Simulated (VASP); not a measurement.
A convergence study with VASP on PbTe (rock salt): one setting is varied, all else stays as given below, so the limit is that of these other settings. Each run relaxes cell and ions from the cell shown.

```
PbTe
1.0
    0.00000     3.23000     3.23000
    3.23000     0.00000     3.23000
    3.23000     3.23000     0.00000
Te Pb
1 1
Direct
  0.50000   0.50000   0.50000
  0.00000   0.00000   0.00000
```

Level of theory: LDA (Ceperley-Alder, Perdew-Zunger), VASP's LDA PAW potentials (set 64) (plane waves; VASP). The tightest run used: 550 eV cut-off, 11×11×11 Γ-centred mesh, Gaussian smearing of 0.050 eV, potentials Te Pb_d.

Unless said otherwise, spin-orbit coupling is left out, though it shifts the bands of the heavy elements here. Gaps are read on the run's mesh, which can miss a band edge.

Task: The settings run are 2×2×2 mesh; 3×3×3 mesh; 4×4×4 mesh; 5×5×5 mesh; 7×7×7 mesh; 8×8×8 mesh; 9×9×9 mesh; 10×10×10 mesh; 11×11×11 mesh. From which on does the relaxed volume stay within 0.1 Å³/atom of the tightest run?

Result: From 3×3×3 mesh on: it is off by 0.025 there and by no more than 0.1 in any finer run, while 2×2×2 mesh is off by 5.256.
```
setting        relaxed volume (Å³/atom)  E (eV/atom)  gap on the mesh (eV)  irreducible k-points  difference judged (Å³/atom)
-------------  ------------------------  -----------  --------------------  --------------------  ---------------------------
2×2×2 mesh                       37.780      -3.5750                 0.589                     3                        5.256
3×3×3 mesh                       32.499      -4.4151                 1.767                     4                        0.025
4×4×4 mesh                       32.542      -4.3840                 0.559                     8                        0.018
5×5×5 mesh                       32.521      -4.3888                 1.095                    10                        0.002
7×7×7 mesh                       32.511      -4.3887                 0.883                    20                        0.013
8×8×8 mesh                       32.533      -4.3876                 0.558                    29                        0.009
9×9×9 mesh                       32.522      -4.3880                 0.770                    35                        0.002
10×10×10 mesh                    32.526      -4.3877                 0.558                    47                        0.002
11×11×11 mesh                    32.524      -4.3878                 0.706                    56                        0.000
```

Left out are rungs that failed or repeat a setting and relaxations that didn't move; long series are thinned to 24 rows.

The compound is PbTe in the rock salt structure.
